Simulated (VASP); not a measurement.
Input:

```yaml
crystal:
  lattice:
    - [1.98344, 1.14514, 6.42804]
    - [-1.98344, 1.14514, 6.42804]
    - [0.00000, -2.29028, 6.42804]
  atoms:
    - { symbol: Cd, position: [0.00000, 0.00000, 0.00000] }
    - { symbol: Br, position: [0.74755, 0.74755, 0.74755] }
    - { symbol: Br, position: [0.25245, 0.25245, 0.25245] }
```

Calculation: PBEsol GGA, VASP's PBE PAW potentials (set 64) (plane waves; VASP 6.6.1). Numerical set-up: 400 eV cut-off, 8×8×8 Γ-centred mesh, Gaussian smearing of 0.010 eV, potentials Cd Br.

### Question
What does the run give for the energy per atom (σ→0), band gap (on the k-mesh) with the smallest direct gap where there is one?

### Answer

| Item | Result |
|---|---|
| band gap (on the k-mesh) | 2.80 eV |
| smallest direct gap (on the k-mesh) | 2.89 eV |
| energy per atom (σ→0) | -2.482 eV/atom |

The structure comes from a computed database's CdBr2 entry (R-3m); how it stands against other phases isn't given here. It was relaxed first.
